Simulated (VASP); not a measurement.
OSZICAR of a VASP run on Au (fcc):

### OSZICAR
```
       N       E                     dE             d eps       ncg     rms          rms(c)
DAV:   1     0.442510581349E+02    0.44251E+02   -0.58752E+03  3210   0.109E+03
DAV:   2    -0.310712811907E+01   -0.47358E+02   -0.44885E+02  3069   0.202E+02
DAV:   3    -0.347063521383E+01   -0.36351E+00   -0.36333E+00  3576   0.189E+01
DAV:   4    -0.347164056019E+01   -0.10053E-02   -0.10054E-02  3390   0.101E+00
DAV:   5    -0.347164651245E+01   -0.59523E-05   -0.59545E-05  3317   0.749E-02    0.914E+00
DAV:   6    -0.322600440960E+01    0.24564E+00   -0.79113E-01  3043   0.875E+00    0.582E+00
DAV:   7    -0.320736604830E+01    0.18638E-01   -0.76495E-02  3174   0.269E+00    0.274E+00
DAV:   8    -0.320520066100E+01    0.21654E-02   -0.18166E-03  3121   0.445E-01    0.234E-01
DAV:   9    -0.320518952450E+01    0.11136E-04   -0.67700E-06  3280   0.297E-02    0.167E-02
DAV:  10    -0.320519485082E+01   -0.53263E-05   -0.26012E-06  3306   0.208E-02    0.265E-03
DAV:  11    -0.320519475515E+01    0.95661E-07   -0.41804E-08  2369   0.196E-03
   1 F= -.38767742E+01 E0= -.38767742E+01  d E =0.000000E+00
```

Task: Which electronic solver shows in the log?

Result: It is blocked Davidson (ALGO = Normal, or the opening steps of other solvers). The INCAR had ALGO = Normal.

Task: Can the final energy be trusted as converged?

Result: The calculation finished and met its thresholds. It stopped with EDIFF = 1E-7, NELM = 100 (PBE GGA with D3 dispersion (zero damping), plane waves, VASP's PBE PAW potentials (set 64)).

The compound is Au in the fcc structure. It was relaxed first.
